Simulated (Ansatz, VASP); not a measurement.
# NaVS3: VASP beside Ansatz

Wanted: the spread between two codes on one cell, functional and k mesh. The cell is generated by rule, not measured, and may not be a known phase. The cell is taken from a series of runs on this material, whose earlier steps may have relaxed, scaled, displaced or heated it; both programs get it as it stands.

Method: plane waves, with VASP 6.6.1 beside it; zone-centre phonons at PBEsol, in Ansatz 0.2.0.

The structure was built from a prototype and need not be the compound's stable phase.

## (1) The structure

It takes space group Pm-3m (No. 221, cubic). The conventional cell has a = 4.568 Å, b = 4.568 Å, c = 4.568 Å, α = 90.00°, β = 90.00°, γ = 90.00°. Nearest to Na lie 12 S at 3.23 Å. Nearest to V lie 6 S at 2.28 Å. Nearest to S lie 2 V at 2.28 Å and 4 Na at 3.23 Å. Farther neighbours and most contacts between anions are not listed.

## (2) VASP: zone-centre phonons, PBEsol

Second derivatives magnify differences that forces hide, and they need a tight electronic threshold.

Lines of VASP's logs that name or quote its potential files are left out, and so is its time.

INCAR

```
SYSTEM = NaVS3
PREC = Accurate
ENCUT = 500
EDIFF = 1E-08
NELM = 120
ISMEAR = 1
SIGMA = 0.2
LREAL = .FALSE.
ALGO = Normal
GGA = PS
NBANDS = 25
LASPH = .TRUE.
LORBIT = 11
LWAVE = .FALSE.
LCHARG = .FALSE.
ISIF = 2
IBRION = 8
GGA_COMPAT = .FALSE.
KPAR = 2
```

POSCAR

```
NaVS3
1.0
    4.5683033595      0.0000000000      0.0000000000
    0.0000000000      4.5683033595      0.0000000000
    0.0000000000      0.0000000000      4.5683033595
Na V S
1 1 3
Direct
    0.0000000000      0.0000000000      0.0000000000
    0.5000000000      0.5000000000      0.5000000000
    0.5000000000      0.5000000000      0.0000000000
    0.5000000000      0.0000000000      0.5000000000
    0.0000000000      0.5000000000      0.5000000000
```

KPOINTS

```
Automatic mesh
0
Gamma
8 8 8
0 0 0
```

Potentials, in the order of the species: Na_pv, V_sv and S (PBE family, release 64).

On the command line:

```sh
> mpirun -np 2 vasp_std
```

Numbers of over 12 decimals in the logs are rounded to 6 here.

Log:

```text
[banner, memory and clock lines left out]
running    2 mpi-ranks, on    1 nodes
 distrk:  each k-point on    1 cores,    2 groups
 distr:  one band on    1 cores,    1 groups

 POSCAR found type information on POSCAR NaV S
 POSCAR found :  3 types and       5 ions
|                                                                             |
|               ----> ADVICE to this user running VASP <----                  |
|                                                                             |
|     You enforced a specific xc type in the INCAR file but a different       |
|     [... a line on the potential file left out ...]
|     I HOPE YOU KNOW WHAT YOU ARE DOING!                                     |
|                                                                             |

 LDA part: xc-table for (Slater+PW92), standard interpolation
 POSCAR, INCAR and KPOINTS ok, starting setup
 FFT: planning ... GRIDC
 FFT: planning ... GRID_SOFT
 FFT: planning ... GRID
 WAVECAR not read
 entering main loop
       N       E                     dE             d eps       ncg     rms          rms(c)
DAV:   1     0.371668565162E+03    0.37167E+03   -0.19596E+04  1998   0.148E+03
DAV:   2     0.877553640536E+01   -0.36289E+03   -0.35420E+03  1787   0.408E+02
DAV:   3    -0.316594115732E+02   -0.40435E+02   -0.38978E+02  2254   0.121E+02
DAV:   4    -0.332935933216E+02   -0.16342E+01   -0.16274E+01  1903   0.240E+01
DAV:   5    -0.333323566315E+02   -0.38763E-01   -0.38739E-01  2290   0.426E+00    0.266E+01
DAV:   6    -0.436998242901E+02   -0.10367E+02   -0.20762E+02  1906   0.598E+01    0.437E+01
DAV:   7    -0.286307516334E+02    0.15069E+02   -0.90168E+01  1895   0.816E+01    0.139E+01
DAV:   8    -0.275404357141E+02    0.10903E+01   -0.55518E+00  1823   0.140E+01    0.305E+00
DAV:   9    -0.274775919662E+02    0.62844E-01   -0.37189E-01  2047   0.395E+00    0.142E+00
DAV:  10    -0.274577488930E+02    0.19843E-01   -0.10780E-01  2032   0.187E+00    0.878E-01
DAV:  11    -0.274512203929E+02    0.65285E-02   -0.25957E-02  1893   0.119E+00    0.350E-01
DAV:  12    -0.274532930431E+02   -0.20727E-02   -0.91004E-03  1905   0.675E-01    0.520E-01
DAV:  13    -0.274510130457E+02    0.22800E-02   -0.78361E-03  1904   0.599E-01    0.794E-02
DAV:  14    -0.274509965743E+02    0.16471E-04   -0.17801E-04  1892   0.857E-02    0.378E-02
DAV:  15    -0.274509868633E+02    0.97110E-05   -0.42874E-05  1997   0.324E-02    0.124E-02
DAV:  16    -0.274509889481E+02   -0.20848E-05   -0.63361E-06  2070   0.164E-02    0.136E-02
DAV:  17    -0.274509873204E+02    0.16277E-05   -0.45359E-06  1981   0.157E-02    0.336E-03
DAV:  18    -0.274509873443E+02   -0.23956E-07   -0.27702E-07  1978   0.292E-03    0.153E-03
DAV:  19    -0.274509873529E+02   -0.86084E-08   -0.16985E-08  1239   0.105E-03
   1 F= -.27450987E+02 E0= -.27444733E+02  d E =-.187639E-01
 Linear response reoptimize wavefunctions to high precision
DAV:   1    -0.274509873734E+02   -0.20426E-07   -0.16046E-08  1820   0.776E-04
DAV:   2    -0.274509873735E+02   -0.12278E-09   -0.45079E-10   920   0.174E-04
DAV:   3    -0.274509873734E+02    0.53660E-10   -0.65622E-11   917   0.644E-05
 Linear response DOF=           4
 Linear response progress:
  Degree of freedom:   1/  4
       N       E                     dE             d eps       ncg     rms          rms(c)
RMM:   1    -0.159190344365E+00   -0.15919E+00   -0.39406E-01  4441   0.362E+00
RMM:   2    -0.162846585610E+00   -0.36562E-02   -0.23386E-02  5662   0.581E-01    0.219E-02
RMM:   3    -0.162986100782E+00   -0.13952E-03   -0.52254E-04  5920   0.101E-01    0.118E-02
RMM:   4    -0.163063387386E+00   -0.77287E-04   -0.11928E-04  6840   0.430E-02    0.451E-03
RMM:   5    -0.163062358617E+00    0.10288E-05   -0.41827E-06  6426   0.109E-02    0.261E-03
RMM:   6    -0.163077228971E+00   -0.14870E-04   -0.60328E-07  6687   0.466E-03    0.267E-03
RMM:   7    -0.163082610053E+00   -0.53811E-05   -0.22131E-07  6240   0.256E-03    0.948E-04
RMM:   8    -0.163085939225E+00   -0.33292E-05   -0.59802E-07  7243   0.273E-03    0.518E-04
RMM:   9    -0.163086855574E+00   -0.91635E-06   -0.55168E-08  7006   0.100E-03    0.124E-04
RMM:  10    -0.163087352609E+00   -0.49704E-06    0.96582E-10  7737   0.445E-04    0.455E-05
RMM:  11    -0.163087448090E+00   -0.95481E-07    0.84714E-09  7433   0.215E-04    0.164E-05
RMM:  12    -0.163087539451E+00   -0.91361E-07    0.12709E-08  7667   0.127E-04    0.116E-05
RMM:  13    -0.163087574080E+00   -0.34629E-07    0.78707E-09  7182   0.863E-05    0.363E-06
RMM:  14    -0.163087580901E+00   -0.68213E-08    0.53393E-09  7302   0.566E-05    0.327E-06
 first order change of Fermi-energy  -0.13206E-04
 force on displaced ion       1 direction 1 :  -0.335  -0.000   0.000
 Linear response progress:
  Degree of freedom:   2/  4
       N       E                     dE             d eps       ncg     rms          rms(c)
RMM:   1    -0.114670640702E+01   -0.11467E+01   -0.18945E+01  4249   0.582E+01
RMM:   2    -0.102449798475E+01    0.12221E+00   -0.27702E-01  5599   0.323E+00    0.219E-01
RMM:   3    -0.102760765516E+01   -0.31097E-02   -0.25592E-02  6743   0.813E-01    0.109E-01
RMM:   4    -0.102596237525E+01    0.16453E-02   -0.16723E-03  7221   0.239E-01    0.310E-02
RMM:   5    -0.102579850145E+01    0.16387E-03   -0.17260E-04  6562   0.789E-02    0.487E-02
RMM:   6    -0.102569558630E+01    0.10292E-03   -0.33041E-05  6157   0.385E-02    0.116E-02
RMM:   7    -0.102547909733E+01    0.21649E-03   -0.71886E-06  7400   0.152E-02    0.211E-03
RMM:   8    -0.102546736008E+01    0.11737E-04   -0.87247E-07  7263   0.551E-03    0.842E-04
RMM:   9    -0.102547395278E+01   -0.65927E-05   -0.25492E-07  7750   0.197E-03    0.450E-04
RMM:  10    -0.102547608868E+01   -0.21359E-05   -0.17425E-07  7154   0.774E-04    0.128E-04
RMM:  11    -0.102547548788E+01    0.60080E-06   -0.49938E-08  7213   0.384E-04    0.570E-05
RMM:  12    -0.102547610145E+01   -0.61357E-06   -0.10187E-07  7583   0.194E-04    0.151E-05
RMM:  13    -0.102547611939E+01   -0.17946E-07   -0.76423E-08  7406   0.971E-05    0.653E-06
RMM:  14    -0.102547609555E+01    0.23840E-07   -0.37091E-08  7705   0.529E-05    0.181E-06
RMM:  15    -0.102547608361E+01    0.11937E-07   -0.41924E-08  7108   0.326E-05    0.141E-06
RMM:  16    -0.102547609374E+01   -0.10130E-07   -0.20412E-08  5453   0.223E-05    0.961E-07
RMM:  17    -0.102547609940E+01   -0.56593E-08   -0.19453E-08  5221   0.168E-05    0.524E-07
 first order change of Fermi-energy   0.12891E-02
 force on displaced ion       2 direction 1 :  -0.811  -0.000   0.000
 Linear response progress:
  Degree of freedom:   3/  4
       N       E                     dE             d eps       ncg     rms          rms(c)
RMM:   1    -0.115155979015E+00   -0.11516E+00   -0.34783E-02 12943   0.136E+00
RMM:   2    -0.109843770280E+00    0.53122E-02   -0.12751E-02 11541   0.446E-01    0.362E-02
RMM:   3    -0.110166576489E+00   -0.32281E-03   -0.44085E-04 11119   0.829E-02    0.191E-02
RMM:   4    -0.110419477907E+00   -0.25290E-03   -0.48318E-05 10849   0.294E-02    0.104E-02
RMM:   5    -0.110456705443E+00   -0.37228E-04   -0.37859E-06 11792   0.103E-02    0.621E-03
RMM:   6    -0.110461566248E+00   -0.48608E-05   -0.13823E-06  9951   0.592E-03    0.603E-03
RMM:   7    -0.110465765339E+00   -0.41991E-05   -0.34262E-08  9738   0.380E-03    0.129E-03
RMM:   8    -0.110470089338E+00   -0.43240E-05    0.23078E-07 11710   0.102E-03    0.782E-04
RMM:   9    -0.110470911862E+00   -0.82252E-06    0.14584E-07 11889   0.407E-04    0.318E-04
RMM:  10    -0.110470332327E+00    0.57953E-06    0.69128E-07 11018   0.188E-04    0.447E-05
RMM:  11    -0.110470803123E+00   -0.47080E-06   -0.14503E-07 11111   0.952E-05    0.274E-05
RMM:  12    -0.110470703339E+00    0.99783E-07    0.28429E-07 12554   0.392E-05    0.129E-05
RMM:  13    -0.110470674069E+00    0.29270E-07   -0.61570E-08 11863   0.195E-05    0.230E-06
RMM:  14    -0.110470678698E+00   -0.46286E-08   -0.74774E-08 11031   0.132E-05    0.737E-07
 first order change of Fermi-energy  -0.18100E-04
 force on displaced ion       3 direction 1 :  -1.422   0.000   0.000
 Linear response progress:
  Degree of freedom:   4/  4
       N       E                     dE             d eps       ncg     rms          rms(c)
RMM:   1    -0.131392321906E+00   -0.13139E+00   -0.90061E-02  7515   0.196E+00
RMM:   2    -0.116526135748E+00    0.14866E-01   -0.13898E-02  6685   0.578E-01    0.226E-01
RMM:   3    -0.116985780552E+00   -0.45964E-03   -0.13534E-03  6164   0.194E-01    0.944E-02
RMM:   4    -0.117542833435E+00   -0.55705E-03   -0.35806E-04  6239   0.948E-02    0.251E-02
RMM:   5    -0.117558268799E+00   -0.15435E-04   -0.33043E-05  6174   0.434E-02    0.312E-02
RMM:   6    -0.117592337807E+00   -0.34069E-04   -0.16600E-05  5741   0.291E-02    0.743E-03
RMM:   7    -0.117595850656E+00   -0.35128E-05   -0.17203E-06  7590   0.103E-02    0.534E-03
RMM:   8    -0.117611899065E+00   -0.16048E-04   -0.10869E-06  6362   0.429E-03    0.836E-04
RMM:   9    -0.117611352599E+00    0.54647E-06    0.83381E-07  6800   0.158E-03    0.420E-04
RMM:  10    -0.117611194383E+00    0.15822E-06    0.10531E-07  7369   0.520E-04    0.269E-04
RMM:  11    -0.117611490706E+00   -0.29632E-06   -0.30068E-07  6898   0.374E-04    0.753E-05
RMM:  12    -0.117611594659E+00   -0.10395E-06    0.13679E-08  6472   0.154E-04    0.338E-05
RMM:  13    -0.117611459594E+00    0.13506E-06   -0.31822E-08  6646   0.734E-05    0.836E-06
RMM:  14    -0.117611498775E+00   -0.39182E-07   -0.11984E-07  7500   0.316E-05    0.462E-06
RMM:  15    -0.117611485764E+00    0.13011E-07   -0.19642E-08  7091   0.206E-05    0.390E-06
RMM:  16    -0.117611484916E+00    0.84797E-09   -0.10589E-07  6828   0.162E-05    0.778E-07
RMM:  17    -0.117611488483E+00   -0.35665E-08   -0.48985E-08  5808   0.120E-05    0.446E-07
 first order change of Fermi-energy  -0.12911E-02
 force on displaced ion       3 direction 3 :   0.000  -0.000 -11.255
 Linear response finished
```

(Part 1 of 3 ends here.)

[Lines on the potential files, build, host, timing and source positions are cut from VASP's logs without a mark.]

[Logs are printed without paths, hosts, clocks, repeated set-up lines and the standing remarks that a program may print on its own settings, such as how far it seeks lower states.]

[Hosts, paths, dates, database ids (printed as entryN), source tags and the programs' standing remarks are cut or masked in the printed files.]
